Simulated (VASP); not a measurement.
Output of a VASP run:

### OSZICAR
```
       N       E                     dE             d eps       ncg     rms          rms(c)
DAV:   1     0.351773412797E+03    0.35177E+03   -0.10520E+04  1360   0.182E+03
DAV:   2     0.413442624320E+02   -0.31043E+03   -0.30508E+03  2232   0.367E+02
DAV:   3    -0.285578383424E+02   -0.69902E+02   -0.69131E+02  2304   0.197E+02
DAV:   4    -0.355314259430E+02   -0.69736E+01   -0.68977E+01  2448   0.524E+01
DAV:   5    -0.361637730936E+02   -0.63235E+00   -0.63034E+00  2472   0.188E+01    0.137E+01
DAV:   6    -0.311410053899E+02    0.50228E+01   -0.78968E+01  2192   0.455E+01    0.100E+01
DAV:   7    -0.298468920316E+02    0.12941E+01   -0.17785E+01  2216   0.420E+01    0.344E+00
DAV:   8    -0.298080620702E+02    0.38830E-01   -0.65932E-01  2480   0.795E+00    0.169E+00
DAV:   9    -0.297908536605E+02    0.17208E-01   -0.19205E-01  2656   0.386E+00    0.468E-01
DAV:  10    -0.297902911178E+02    0.56254E-03   -0.36929E-02  2560   0.145E+00    0.209E-01
DAV:  11    -0.297907457861E+02   -0.45467E-03   -0.29762E-03  2448   0.452E-01    0.984E-02
DAV:  12    -0.297907817216E+02   -0.35936E-04   -0.40864E-04  2520   0.181E-01    0.204E-02
DAV:  13    -0.297907801019E+02    0.16196E-05   -0.93291E-05  2344   0.109E-01    0.757E-03
DAV:  14    -0.297907820241E+02   -0.19222E-05   -0.18624E-05  1880   0.244E-02    0.543E-03
DAV:  15    -0.297907821854E+02   -0.16125E-06   -0.66071E-06  1632   0.300E-02
   1 F= -.29790782E+02 E0= -.29790779E+02  d E =-.583145E-05
```

File OUTCAR:
```
------------------------ aborting loop because EDIFF is reached ----------------------------------------
  FORCE on cell =-STRESS in cart. coord.  units (eV):
  Direction    XX          YY          ZZ          XY          YZ          ZX
  --------------------------------------------------------------------------------------
  Total       -5.9585715     -9.3658976     -9.4802962      0.0000000      0.0000000      0.7527992
  in kB      -97.4776471   -153.2188813   -155.0903537      0.0000000      0.0000000     12.3152159
  external PRESSURE =    -135.2622941 kB  Pullay stress =       0.0000000 kB
  volume of cell :       97.94
      direct lattice vectors                 reciprocal lattice vectors
     3.142269000 -2.296325000  0.000000000     0.159120686 -0.217739214  0.026741883
     3.142269000  2.296325000  0.000000000     0.159120686  0.217739214  0.026741883
    -1.140529000  0.000000000  6.786424000     0.000000000  0.000000000  0.147353009
 POSITION                                       TOTAL-FORCE (eV/Angst)
 -----------------------------------------------------------------------------------
      1.57113      1.14816      0.00000        -0.000000      0.000000      0.000000
      1.00087     -1.14816      3.39321        -0.000000      0.000000      0.000000
      2.85714     -0.37476      1.69661         0.000000     -0.183512      0.000000
      2.28687      0.37476      5.08982         0.000000      0.183512      0.000000
 -----------------------------------------------------------------------------------
    total drift:                                0.000000     -0.000000      0.000000
  FREE ENERGIE OF THE ION-ELECTRON SYSTEM (eV)
  ---------------------------------------------------
  free  energy   TOTEN  =       -29.7907821854 eV

  energy  without entropy=      -29.7907763539  energy(sigma->0) =      -29.79077927
```
(Selected blocks of OUTCAR.)

**POSCAR**
```
LaN
1
    3.1422690000    -2.2963250000     0.0000000000
    3.1422690000     2.2963250000     0.0000000000
   -1.1405290000     0.0000000000     6.7864240000
La N
2 2
Direct
  0.0000000000   0.5000000000   0.0000000000
  0.5000000000   0.0000000000   0.5000000000
  0.5816000000   0.4184000000   0.2500000000
  0.4184000000   0.5816000000   0.7500000000
```

### Question
Write an INCAR and KPOINTS that could have produced this output.

### Answer
Several could match; the one computed here: the input of the run itself, PBE GGA, plane waves, VASP's PBE PAW potentials (set 64).

**INCAR**
```
# general
SYSTEM  = LaN
PREC    = Accurate
ENCUT   = 400
LREAL   = .FALSE.   # projection in real space or not
LASPH   = .TRUE.

# electronic loop
EDIFF   = 1E-6   # SCF stop (eV)
NELM    = 100
ALGO    = Normal   # blocked Davidson
LMAXMIX = 6

# smearing
ISMEAR  = 0   # Gaussian
SIGMA   = 0.05   # width (eV)

# functional
GGA     = PE   # PBE

# ions
ISIF    = 2   # forces and stress, cell fixed

# output
LWAVE   = .FALSE.
LCHARG  = .FALSE.
```

KPOINTS:
```
K-points
0
Gamma
 6 6 3
0 0 0
```

POTCAR, in this order: La N (PBE.64 set). Program: vasp_std.

At this cut-off the stress carries a Pulay error, which pulls relaxed volumes low.

The structure was generated: LaN was put into the tenorite type (C2/c), which need not be its known phase. The cell was not relaxed at this level. The run is one of a series of settings (ENCUT = 400 against the base run), some of them coarse on purpose.
